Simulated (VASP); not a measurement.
Input of a VASP 6.6.1 run:

File INCAR:

```
SYSTEM = Sn
ALGO     = Normal         ! electronic algorithm
EDIFF    = 1E-6           ! SCF threshold, eV
ENCUT    = 520            ! plane-wave cutoff, eV
GGA      = PE             ! functional
ISIF     = 2              ! what is computed and relaxed
ISMEAR   = 0              ! smearing method
LASPH    = .True.         ! aspherical terms in the spheres
LCHARG   = .True.         ! write CHGCAR
LELF     = .True.         ! ELF
LREAL    = .False.        ! projectors in reciprocal space
LVHAR    = .True.       
LWAVE    = .False.        ! write WAVECAR
NBANDS   = 21             ! bands
NELM     = 100            ! most SCF steps
PREC     = Accurate       ! precision mode
SIGMA    = 0.05           ! smearing width, eV
```

KPOINTS

```
k-points
0
Gamma
  8 8 8
  0 0 0
```

POSCAR

```
Sn
1.0
   -2.9452280627      2.9452280627      1.6436435414
    2.9452280627     -2.9452280627      1.6436435414
    2.9452280627      2.9452280627     -1.6436435414
Sn
2
Direct
    0.7500000000      0.2500000000      0.5000000000
    0.0000000000      0.0000000000      0.0000000000
```

Potentials or basis: VASP PAW PBE potentials, release 64 (Sn_d).

Command:

```sh
$ cat potpaw_PBE.64/Sn_d/POTCAR > POTCAR
$ mpirun -np 1 vasp_std > vasp.out
```

Task: Predict the band gap on the k mesh.

Result: None (metal or under the smearing width).

Task: Estimate the pressure.

Result: -0.2 GPa.

Stress tensor (GPa, compression positive):
```
-0.31  0.00  0.00
 0.00 -0.31  0.00
 0.00  0.00  0.13
```
